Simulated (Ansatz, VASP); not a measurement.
# Cross-check of Ru (Ruthenium) between VASP and Ansatz, part 2 of 2

Wanted: the spread between two codes on one cell, functional and k mesh. The cell is taken from a series of runs on this material, whose earlier steps may have relaxed, scaled, displaced or heated it; both programs get it as it stands.

VASP 6.6.1 and Ansatz 0.2.0.

So far: The starting structure; VASP: zone-centre phonons, PBEsol.

**3. Ansatz: zone-centre phonons, PBEsol**

Level of this step: Ansatz beside VASP: Kohn-Sham DFT, plane waves, PBEsol (Ansatz).

Ansatz runs on its PAW soft_1 files.

The same cell, functional, mesh and smearing now go to Ansatz, which takes its cutoff from its data sets.

input.yaml reads:

```yaml
crystal:
  lattice:
    - [2.6911927673, 0.0, 0.0]
    - [-1.3455963837, 2.330641303, 0.0]
    - [0.0, 0.0, 4.2476574495]
  atoms:
    - { symbol: Ru, position: [0.3333333333, 0.6666666667, 0.25] }
    - { symbol: Ru, position: [0.6666666667, 0.3333333333, 0.75] }
kpoints:
  mp_grid: { grid: [21, 21, 12] }
hamiltonian:
  xc: pbesol
  pseudopotentials: { kind: paw, azcp: { folder: soft_1 }, xc_functional: pbe }
scf:
  occupations: { method: methfessel_paxton, width: 0.2 }
output:
  eigenvalues: true
phonons:
  method: dfpt
```

Run with:

```
$ ansatz run input.yaml --threads 4 --pin off --max-ram 15360MiB --backend cpu --events-out ev --progress --plain --runs-dir out
```

Numbers of over 12 decimals in the logs are rounded to 6 here.

The program printed:

```text
zone centre: on kpoints.mp_grid the ground state, and the responses unless they are solved on pairs of k-points, stand on 847 of the mesh's 5292 k-points, reduced under 4 symmetry operations, with k and −k counted as one. Each operation leaves every solved displacement unchanged or reverses it
Engine: ansatz 0.2.0, aarch64-unknown-linux-gnu
Pseudopotentials: kind: paw
Pseudopotential: Ru, paw, valence charge 16, recommended cutoff 420 eV (normal), soft_1/Ru.paw.azcp
Functional definition: PBEsol
  exchange = pbesol_x
  correlation = pbesol_c
Crystal: 2 atoms, lattice volume = 26.642 Å³
Basis set: ecut = 420 eV, 537 PW (Γ), exchange–correlation on 36×36×60 points (8 copies of the dense FFT grid, shifted against one another)
Bands: 20, of which v1, the nominal top of the filled ones, is band 16 counted from 1 (15 counted from 0)
Symmetry: 24 space group operations
k-points: 847 of 5292 (irreducible under 4 space group operations, time reversal used)
Non-local potential: Ru, projectors of the file, l = 0: 3, l = 1: 2, l = 2: 2, l = 3: 1
PAW form: soft (Blöchl's): semilocal exchange-correlation on the pseudo side does not see the compensation charge
PAW frozen core: Ru, regenerated for the run's functional, and the local potential with it (the file was generated under x = pbe(κ = 0.804, μ = 0.219515), c = pbe(β = 0.066725))
PAW one-centre angular grid: Ru, 590 points (default); XC on 64 Gauss nodes
Initial density: superposition of atomic densities (chi_scale 0.1, normalization cell)
Initial wavefunctions: pseudopotential atomic-orbital guess
Functional: x = pbesol(κ = 0.804, μ = 0.123457), c = pbesol(β = 0.046)
SCF iter   1: F=—  HF=-11634.559313 eV  |F-HF|=—  |Δ(HF+E_count)|=         —  Δρ=1.31e-1  dr2=4.35e0  ethr=3.10e-3  ⟨swp⟩=5.1  Hψ=147738  notcnv=0  defer=77
automatic band count: the SCF goes on with 24 bands, as 20 were too few: they end inside the smearing window of the response
preconditioner: auto → none  [metal: Δε(μ)=0.002 eV  Ē_g=11.709 eV  σ=0.200 eV  W_gap=0.01  n_scr=8 (ndim 8)  ℏωp=28.8 eV  f_vac=0.000  D(μ)=1.52/eV (n_scr^D=22)  sad-step TF]
SCF iter   2: F=—  HF=-11633.558309 eV  |F-HF|=—  |Δ(HF+E_count)|=    1.00e0  S|Δr|=    0.00e0  Δρ=7.48e-2  dr2=1.41e0  ethr=3.10e-3  ⟨swp⟩=2.8  Hψ=39944  notcnv=0  defer=2315
SCF iter   3: F=—  HF=-11633.092855 eV  |F-HF|=—  |Δ(HF+E_count)|=   4.65e-1  S|Δr|=    0.00e0  Δρ=3.79e-3  dr2=1.51e-3  ethr=3.10e-3  ⟨swp⟩=2.1  Hψ=29911  notcnv=0  defer=2315
SCF iter   4: F=—  HF=-11633.094383 eV  |F-HF|=—  |Δ(HF+E_count)|=   1.53e-3  S|Δr|=    0.00e0  Δρ=3.08e-4  dr2=6.73e-6  ethr=4.72e-6  ⟨swp⟩=2.6  Hψ=41246  notcnv=0  defer=2155
SCF iter   5: F=—  HF=-11633.094393 eV  |F-HF|=—  |Δ(HF+E_count)|=   1.02e-5  S|Δr|=    0.00e0  Δρ=1.26e-4  dr2=2.39e-6  ethr=2.10e-8  ⟨swp⟩=2.0  Hψ=31781  notcnv=0  defer=2155
SCF iter   6: F=—  HF=-11633.094392 eV  |F-HF|=—  |Δ(HF+E_count)|=   1.25e-6  S|Δr|=    0.00e0  Δρ=2.08e-5  dr2=5.58e-8  ethr=7.48e-9  ⟨swp⟩=2.8  Hψ=32554  notcnv=0  defer=2155
SCF iter   7: F=—  HF=-11633.094392 eV  |F-HF|=—  |Δ(HF+E_count)|=   1.90e-8  S|Δr|=    0.00e0  Δρ=2.60e-6  dr2=1.32e-9  ethr=1.74e-10  ⟨swp⟩=2.8  Hψ=32033  notcnv=0  defer=2155
SCF iter   8: F=-11633.094392 eV  HF=-11633.094392 eV  |F-HF|=0.00e0  |Δ(HF+E_count)|=  5.82e-11  S|Δr|=    0.00e0  Δρ=1.78e-7  dr2=6.18e-12  ethr=1.00e-12  ⟨swp⟩=9.0  Hψ=118463  notcnv=0
SCF 1 converged in 8 iterations: F = -11633.094392 eV  dr2 = 6.18e-12
  greatest PAW one-centre occupation: 1.000 electrons in one spin orbital (limit 2), on the Ru atom at site 1 (counted from 0), in its partial waves of l = 0
DFPT response loops at Γ: preconditioner auto → Kerker (q_TF=auto, 2.813 Å⁻¹) (partly filled bands, converged f_vac=0.000); β = 1.00, the filter's whole step (`scf.mixing.beta` (0.50) is not read by the response loops under this deck's `scf.mixing.preconditioner`; to damp them name `kerker` or `kerker_dos`, under which they read `scf.mixing.beta`, and type it under 1.00, their step now; both keys bind the ground state too); Broyden in place of MSR1
SCF converged after 8 iterations
Stability not checked: this state was not tested for a lower state beside it, because cold or Methfessel-Paxton smearing, or corrected tetrahedra, fill the levels in a way that the test cannot read (fill_not_monotonic; see scf.lower_state_search)
Free energy (F): -11633.094392 eV
Harris-Foulkes:  -11633.094392 eV  (|F-HF|=0.00e0)
Internal energy: -11633.092733 eV  (E = F + TS)
E sigma→0 (E₀):  -11633.093977 eV
Entropy (-TS):   -0.001659 eV (-0.829 meV/atom)
Fermi energy:    23.739074 eV
--- Per-component energies (eV) ---
  E_band       = -100.762977
  E_kinetic    = 921.621710
  E_local      = -2500.941947  (includes V_loc(G=0)·N_el)
  E_nonlocal   = 828.459684
  E_hartree    = 826.709766
  E_xc         = -338.993057
  E_vxc        = -430.104629  (∫ρ·V_xc dr)
  E_paw        = -6879.972879  (= ΣΔE_a)
  E_vpaw       = -573.218648  (= ΣTr[D̂ρ^β])
  E_aug_tail   = 0.001174  (compensation charges beyond the density's cutoff)
  E_ewald      = -4490.483777
  E_core_change = 0.506593  (= ΣΔE_core)
  E_smearing   = -0.001659  (= −TS)
  E_closure    = 0.000000  (closes the sum)
  Σ components = -11633.094392   (vs F -11633.094392, Δ=0.00e0)
--- Band table (eV; the first three rows and the last of 847) ---
  k-point 0: bands = [... 12 lower, 21.2493, 21.7525, 21.7525, 22.2743, 22.2743, 24.9556, 24.9556, 25.0085, ... 4 higher]
  k-point 1: bands = [... 12 lower, 21.2080, 21.7030, 21.7030, 22.3917, 22.3917, 24.7384, 24.9626, 24.9626, ... 4 higher]
  k-point 2: bands = [... 12 lower, 21.0937, 21.5688, 21.5688, 22.6869, 22.6869, 24.0429, 24.9669, 24.9669, ... 4 higher]
  k-point 846: bands = [... 12 lower, 20.8978, 20.8978, 22.2390, 22.2390, 25.4827, 25.4827, 28.3405, 28.3405, ... 4 higher]
--- Phonons (Γ-DFPT): 2 representative perturbations + reference, on 847 of 5292 k-points (Σ response iterations 6) ---
  k mesh reduced under 4 symmetry operations, with k and −k counted as one. Each operation leaves every solved displacement unchanged or reverses it
  ASR residual: 1.823e-4 → 0.000e0 eV/Å²; symmetrization residual: 9.123e-10 eV/Å²
  ASR residual per site (eV/Å²): 1.82e-4 1.82e-4
  Γ frequencies (cm⁻¹): 0.00 0.00 0.00 206.75 206.75 268.78
  non-analytic LO–TO correction: not included (Born effective charges unavailable; polar crystals: no LO–TO splitting at Γ)
```

**4. Comparison**

Known differences besides the potentials themselves: the data sets hold 32 valence electrons in Ansatz (on its PAW soft_1 files) and 28 in VASP; the cutoff is 420 eV in Ansatz and 500 eV in VASP; Ansatz makes its cores anew for this functional, VASP keeps those of its PBE data sets. Total energies have different zeros and are not compared.

Both answers:

| quantity | Ansatz | VASP | difference |
| --- | --- | --- | --- |
| optical mode 1 to 2 (cm⁻¹) | 206.8 | 206.7 | +0.04 % |
| optical mode 3 (cm⁻¹) | 268.8 | 269.2 | -0.15 % |

Modes are paired by rising frequency, not by their patterns, so a pair may set unlike modes beside each other; they are those without the splitting of longitudinal modes.

**5. Results**

| Property | Result |
| --- | --- |
| r.m.s. difference of the optical zone-centre modes, each program's sorted by frequency (zone-centre phonons, PBEsol) | 0.25 cm⁻¹ |

**Reading.** The r.m.s. difference of the optical zone-centre modes, each program's sorted by frequency is 0.25 cm⁻¹ (zone-centre phonons, PBEsol). The data sets hold unlike numbers of valence electrons (32 in Ansatz and 28 in VASP), so part of the differences comes from the potentials. Such differences can come from data sets, numerical settings and the points named under the comparisons, not from the functional's error against experiment.

[Lines on the potential files, build, host, timing and source positions are cut from VASP's logs without a mark.]

[Logs are printed without paths, hosts, clocks, repeated set-up lines and the standing remarks that a program may print on its own settings, such as how far it seeks lower states.]

[Hosts, paths, dates, database ids (printed as entryN), source tags and the programs' standing remarks are cut or masked in the printed files.]
